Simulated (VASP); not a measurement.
# CaGeF2 (R-3m) in VASP: single point with PBE

Aim: the single point of CaGeF2 with PBE.

Everything below comes from runs of VASP 6.6.1. Logs are shortened: lines on timing, memory, paths and dates and some standing lists are left out, and cuts for length are marked.

### Step 1. The crystal as given

Symmetry: R-3m, No. 166, trigonal system. The conventional cell has a = 4.326 Å, b = 4.326 Å, c = 12.730 Å, α = 90.00°, β = 90.00°, γ = 120.00°. Around Ca (site symmetry -3m) lie 2 F at 2.24 Å. Ge (site symmetry -3m) is surrounded by 6 F at 2.50 Å. F (site symmetry 3m) is surrounded by 1 Ca at 2.24 Å and 3 Ge at 2.50 Å and 3 F at 2.51 Å.

The cell was built by a generator and needn't be a form met in nature.

### Step 2. Single point, PBE

INCAR reads:

```
PREC = Accurate
ENCUT = 520
EDIFF = 1E-6
ISMEAR = 0
SIGMA = 0.1
LREAL = False
LASPH = True
NELM = 100
ALGO = Normal
ISIF = 2
LWAVE = False
LCHARG = True
GGA = PE
LELF = True
LVHAR = True
NBANDS = 27
```

KPOINTS reads:

```
regular mesh
0
Gamma
  6 6 6
```

POSCAR reads:

```
CaGeF2
1.0
    2.1629252594      1.2487654807      4.2433981776
   -2.1629252594      1.2487654807      4.2433981776
    0.0000000000     -2.4975309615      4.2433981776
Ca Ge F
1 1 2
Direct
    0.5000000000      0.5000000000      0.5000000000
    0.0000000000      0.0000000000      0.0000000000
    0.6758710663      0.6758710663      0.6758710663
    0.3241289337      0.3241289337      0.3241289337
```

Potentials or basis: VASP PAW PBE potentials, release 64 (Ca_sv, Ge_d, F).

Run with:

```bash
cat potpaw_PBE.64/Ca_sv/POTCAR potpaw_PBE.64/Ge_d/POTCAR potpaw_PBE.64/F/POTCAR > POTCAR
mpirun -np 1 vasp_std > vasp.out
```

OUTCAR:

```text
PREC = Accurate
   ENCUT = 520
   EDIFF = 1E-6
   ISMEAR = 0
   LREAL = False
   LASPH = True
   NELM = 100
   ISIF = 2
   GGA = PE

 ion  position               nearest neighbor table
   1  0.500  0.500  0.500-   3 2.24   4 2.24
   2  0.000  0.000  0.000-
   3  0.676  0.676  0.676-   1 2.24
   4  0.324  0.324  0.324-   1 2.24

  LATTYP: Found a trigonal (rhomboedric) cell.
 ALAT       =     4.9238286929
 COS(alpha) =     0.6140712338

  Lattice vectors:

 A1 = (   2.1629252594,   1.2487654807,   4.2433981776)
 A2 = (  -2.1629252594,   1.2487654807,   4.2433981776)
 A3 = (   0.0000000000,  -2.4975309615,   4.2433981776)

Analysis of symmetry for initial positions (statically):
=====================================================================
 Subroutine PRICEL returns:
 Original cell was already a primitive cell.

 Routine SETGRP: Setting up the symmetry group for a
 trigonal (rhombohedral) supercell.

 Subroutine GETGRP returns: Found 12 space group operations
 (whereof 12 operations were pure point group operations)
 out of a pool of 12 trial point group operations.

The static configuration has the point symmetry D_3d.

Analysis of symmetry for dynamics (positions and initial velocities):
=====================================================================
 Subroutine PRICEL returns:
 Original cell was already a primitive cell.

 Routine SETGRP: Setting up the symmetry group for a
 trigonal (rhombohedral) supercell.

 Subroutine GETGRP returns: Found 12 space group operations
 (whereof 12 operations were pure point group operations)
 out of a pool of 12 trial point group operations.

The dynamic configuration has the point symmetry D_3d.

 Subroutine INISYM returns: Found 12 space group operations
 (whereof 12 operations are pure point group operations),
 and found     1 'primitive' translations

----------------------------------------------------------------------------------------

                                     Primitive cell

  volume of cell :      68.7682

  direct lattice vectors                    reciprocal lattice vectors
     2.162925259  1.248765481  4.243398178     0.231168413  0.133465146  0.078553395
    -2.162925259  1.248765481  4.243398178    -0.231168413  0.133465146  0.078553395
     0.000000000 -2.497530961  4.243398178     0.000000000 -0.266930291  0.078553395

  length of vectors
     4.923828693  4.923828693  4.923828693     0.278248839  0.278248839  0.278248839

  position of ions in fractional coordinates (direct lattice)
     0.500000000  0.500000000  0.500000000
     0.000000000  0.000000000  0.000000000
     0.675871066  0.675871066  0.675871066
     0.324128934  0.324128934  0.324128934

  ion indices of the primitive-cell ions
   primitive index   ion index
                 1           1
                 2           2
                 3           3
                 4           4

----------------------------------------------------------------------------------------

 KPOINTS: regular mesh

Automatic generation of k-mesh.
 Grid dimensions read from file:
 generate k-points for:    6    6    6

 Generating k-lattice:

  Cartesian coordinates                     Fractional coordinates (reciprocal lattice)
     0.038528069  0.022244191  0.013092233     0.166666667 -0.000000000  0.000000000
    -0.038528069  0.022244191  0.013092233    -0.000000000  0.166666667  0.000000000
     0.000000000 -0.044488382  0.013092233     0.000000000  0.000000000  0.166666667

  Length of vectors
     0.046374806  0.046374806  0.046374806

  Shift w.r.t. Gamma in fractional coordinates (k-lattice)
     0.000000000  0.000000000  0.000000000

 Subroutine IBZKPT returns following result:
 ===========================================

 Found     32 irreducible k-points:

 Following reciprocal coordinates:
            Coordinates               Weight
  0.000000  0.000000  0.000000      1.000000
  0.166667  0.000000  0.000000      6.000000
  0.333333  0.000000 -0.000000      6.000000
  0.500000 -0.000000  0.000000      3.000000
  0.166667  0.166667  0.000000      6.000000
  0.333333  0.166667  0.000000     12.000000
[... 16 lines left out ...]
  0.500000  0.500000  0.166667      6.000000
 -0.333333  0.500000  0.166667     12.000000
 [... further k-points ...]
   k-points           NKPTS =     32   k-points in BZ     NKDIM =     32   number of bands    NBANDS=     27
   number of dos      NEDOS =    301   number of ions     NIONS =      4
   total plane-waves  NPLWV =  64000
   dimension x,y,z NGX =    40 NGY =   40 NGZ =   40
   dimension x,y,z NGXF=    80 NGYF=   80 NGZF=   80
   ions per type =               1   1   2
   NGX,Y,Z   is equivalent  to a cutoff of  13.51, 13.51, 13.51 a.u.
   NGXF,Y,Z  is equivalent  to a cutoff of  27.01, 27.01, 27.01 a.u.
 SYSTEM =  unknown system
   PREC   = accura    normal or accurate (medium, high low for compatibility)
   ISTART =      0    job   : 0-new  1-cont  2-samecut
   ICHARG =      2    charge: 1-file 2-atom 10-const
   ISPIN  =      1    spin polarized calculation?
   LNONCOLLINEAR =      F non collinear calculations
   LSORBIT =      F    spin-orbit coupling
   LASPH  =      T    aspherical Exc in radial PAW
   ENCUT  =  520.0 eV  38.22 Ry    6.18 a.u.   9.16  9.16  9.16*2*pi/ulx,y,z
   NELM   =    100;   NELMIN=  2; NELMDL= -5     # of ELM steps
   EDIFF  = 0.1E-05   stopping-criterion for ELM
   LREAL  =      F    real-space projection
   EDIFFG = 0.1E-04   stopping-criterion for IOM
   NSW    =      0    number of steps for IOM
   IBRION =     -1    ionic relax: 0-MD 1-quasi-New 2-CG
   NFREE  =      0    steps in history (QN), initial steepest desc. (CG)
   ISIF   =      2    stress and relaxation
   ISYM   =      2    0-nonsym 1-usesym 2-fastsym
   POTIM  = 0.5000    time-step for ionic-motion
   TEBEG  =    0.0;   TEEND  =   0.0 temperature during run
   PSTRESS=    0.0 pullay stress
   NELECT =      38.0000    total number of electrons
   NUPDOWN=      -1.0000    fix difference up-down
   EMIN   =  10.00;   EMAX   =-10.00  energy-range for DOS
   EFERMI =   0.00;   METHOD = LEGACY
   ISMEAR =     0;   SIGMA  =   0.10  broadening in eV -4-tet -1-fermi 0-gaus
   EFERMI_NEDOS =   21; number of points for ismear=-14 and -15
   IALGO  =     38    algorithm
   IMIX   =      4    mixing-type and parameters
     AMIX     =   0.40;   BMIX     =  1.00
     AMIX_MAG =   1.60;   BMIX_MAG =  1.00
  volume/ion in A,a.u.               =      17.19       116.02
  Fermi-wavevector in a.u.,A,eV,Ry     =   1.343405  2.538667 24.554929  1.804736
  Thomas-Fermi vector in A             =   2.471481
   LORBIT       =      0    0 simple, 1 ext, 2 COOP (PROOUT), +10 PAW based schemes
   GGA     = PE    functional components
   LHFCALC =     F    Hartree Fock is set to
   AEXX    =    0.0000 exact exchange contribution
   IVDW    =     0    specifies the selected vdW correction
   LEPSILON=     F    determine dielectric tensor
   LRPA    =     F    only Hartree local field effects (RPA)
 non-spin polarized calculation
 Gauss-broadening in eV      SIGMA  =   0.10
  energy-cutoff  :      520.00
  volume of cell :       68.77
 maximum number of plane-waves:      1866
 NGX is ok and might be reduce to    40
   NGX = 19   NGY = 19   NGZ = 19

 number of electron      37.9999993 magnetization

 Free energy of the ion-electron system (eV)
  ---------------------------------------------------
  ext. energy  EPLUGINS =         0.00000000
  ---------------------------------------------------
  free energy    TOTEN  =       -17.66194749 eV

  energy without entropy =      -17.66082465  energy(sigma->0) =      -17.66138607

 E-fermi :   4.5557     XC(G=0):  -9.6535

 val. band max:        3.8934280875   @ k =   0.1667   0.0000   0.0000
 cond. band min:       4.6354362083   @ k =  -0.3333   0.1667   0.1667
 fundamental gap:      0.7420081208
 Fermi energy:         4.5556958565

 k-point     1 :       0.0000    0.0000    0.0000
  band No.  band energies     occupation
      1     -37.4961      2.00000
      2     -21.4407      2.00000
      3     -21.4407      2.00000
      4     -21.1623      2.00000
      5     -21.1623      2.00000
      6     -21.1598      2.00000
[... 19 lines left out ...]
     26       8.1116      0.00000
     27      10.1749      0.00000

 k-point     2 :       0.1667    0.0000    0.0000
  band No.  band energies     occupation
      1     -37.4953      2.00000
      2     -21.4529      2.00000
      3     -21.4399      2.00000
      4     -21.1628      2.00000
      5     -21.1626      2.00000
      6     -21.1343      2.00000
[... 19 lines left out ...]
     26       8.2902      0.00000
     27      10.2094      0.00000

 k-point     3 :       0.3333    0.0000   -0.0000
  band No.  band energies     occupation
      1     -37.4939      2.00000
      2     -21.4809      2.00000
      3     -21.4382      2.00000
      4     -21.1640      2.00000
      5     -21.1633      2.00000
      6     -21.0842      2.00000
[... 19 lines left out ...]
     26       9.1561      0.00000
     27       9.7486      0.00000

 k-point     4 :       0.5000   -0.0000    0.0000
  band No.  band energies     occupation
      1     -37.4932      2.00000
      2     -21.4961      2.00000
      3     -21.4374      2.00000
      4     -21.1645      2.00000
      5     -21.1636      2.00000
      6     -21.0615      2.00000
[... 19 lines left out ...]
     26       9.4772      0.00000
     27       9.8868      0.00000
[... 516 lines left out ...]
      4     -21.1641      2.00000
      5     -21.1630      2.00000
      6     -21.0622      2.00000
[... 19 lines left out ...]
     26       8.7533      0.00000
     27      10.3684      0.00000

 k-point    23 :       0.5000    0.5000    0.1667
  band No.  band energies     occupation
      1     -37.4931      2.00000
      2     -21.4716      2.00000
      3     -21.4382      2.00000
      4     -21.1633      2.00000
      5     -21.1623      2.00000
      6     -21.1091      2.00000
[... 19 lines left out ...]
     26       8.6407      0.00000
     27      10.6087      0.00000

 k-point    24 :      -0.3333    0.5000    0.1667
  band No.  band energies     occupation
      1     -37.4926      2.00000
      2     -21.4758      2.00000
      3     -21.4511      2.00000
      4     -21.1633      2.00000
      5     -21.1628      2.00000
      6     -21.0678      2.00000
[... 19 lines left out ...]
     26       9.0258      0.00000
     27      10.6283      0.00000

 [... further k-points ...]
[... 5 lines left out ...]
  --------------------------------------------------------------------------------------
  -------------------------------------------------------------------------------------
  Total       -0.0291302     -0.0291302      0.1572921      0.0000000     -0.0000000      0.0000000
  in kB       -0.6786830     -0.6786830      3.6646288      0.0000000     -0.0000000      0.0000000
  external PRESSURE =       0.7690876 kB  Pullay stress =       0.0000000 kB

 VOLUME and BASIS-vectors are now :
 -----------------------------------------------------------------------------
  energy-cutoff  :      520.00
  volume of cell :       68.77
      direct lattice vectors                 reciprocal lattice vectors
     2.162925259  1.248765481  4.243398178     0.231168413  0.133465146  0.078553395
    -2.162925259  1.248765481  4.243398178    -0.231168413  0.133465146  0.078553395
     0.000000000 -2.497530961  4.243398178     0.000000000 -0.266930291  0.078553395

 POSITION                                       TOTAL-FORCE (eV/Angst)
 -----------------------------------------------------------------------------------
      0.00000     -0.00000      6.36510        -0.000000      0.000000     -0.000000
      0.00000      0.00000      0.00000         0.000000      0.000000     -0.000000
      0.00000     -0.00000      8.60397         0.000000     -0.000000      0.049323
      0.00000     -0.00000      4.12622         0.000000      0.000000     -0.049323
 -----------------------------------------------------------------------------------
    total drift:                                0.000000      0.000000      0.000000

  FREE ENERGIE OF THE ION-ELECTRON SYSTEM (eV)
  ---------------------------------------------------
  free  energy   TOTEN  =       -17.6619474882 eV

  energy  without entropy=      -17.6608246544  energy(sigma->0) =      -17.66138607
```

Wall time 40 s (1 thread of Intel Xeon 6975P-C (Granite Rapids), shared host); peak memory 0.26 GiB.

Results:

```yaml
Free_energy: -17.6619 eV
Pressure: 0.1 GPa
Largest_force: 0.049 eV/Å
Band_gap_on_the_k_mesh: none (metal or under the smearing width)
```

Forces on the atoms (eV/Å):
```
Ca   0.000  0.000  0.000
Ge   0.000  0.000  0.000
F    0.000  0.000  0.049
F    0.000  0.000 -0.049
```
